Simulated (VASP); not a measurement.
Crystal: NaP2.

```xyz
3
Lattice="4.1106 0.0000 0.0000 -2.0553 3.5599 0.0000 0.0000 0.0000 4.3893" Properties=species:S:1:pos:R:3 pbc="T T T"
Na    0.0000    0.0000    0.0000
P     0.0000    2.3733    2.1946
P     2.0553    1.1866    2.1946
```

The cell was built by a generator and needn't be a form met in nature.

| Property | Result |
| --- | --- |
| Program | VASP 6.6.1 |
| Task | relaxation of cell and atoms |
| Functional | PBE |
| Potentials or basis | VASP PAW PBE potentials, release 64 (Na_pv, P) |
| Cutoff | 600 eV |
| k mesh | 8 × 8 × 6 |
| Occupations | gaussian, width 0.05 eV |
| Spin | no spin polarisation |

At the start: pressure -0.5 GPa; volume 21.41 Å³/atom.

Question: Where does the relaxation end?

Answer: Over 9 steps the energy falls by 2.6 meV/atom and the volume is 21.29 Å³/atom (-0.5 %); space group P6/mmm (No. 191, to 0.05 Å).

The path:
| step | energy change (eV) | largest force (eV/Å) | pressure (GPa) | volume (Å³) |
| --- | --- | --- | --- | --- |
| 1 | 0.0000 | 0.0001 | -0.50 | 64.23 |
| 2 | -0.0038 | 0.0000 | -0.15 | 63.61 |
| 3 | -0.0052 | 0.0001 | 0.57 | 62.62 |
| 4 | -0.0056 | 0.0000 | 0.26 | 62.97 |
| 5 | -0.0056 | 0.0000 | 0.32 | 62.90 |
| 6 | -0.0069 | 0.0001 | 0.28 | 63.16 |
| 7 | -0.0073 | 0.0001 | 0.26 | 63.47 |
| 8 | -0.0076 | 0.0006 | -0.10 | 64.04 |
| 9 | -0.0077 | 0.0004 | 0.00 | 63.88 |

Final structure:
```
Na P
1.0
     4.05819   -0.00028    0.00000
    -2.02934    3.51436    0.00000
     0.00000    0.00000    4.47935
Na P
1 2
Direct
  0.00000 0.00000 0.00000
  0.33333 0.66667 0.50000
  0.66667 0.33333 0.50000
```
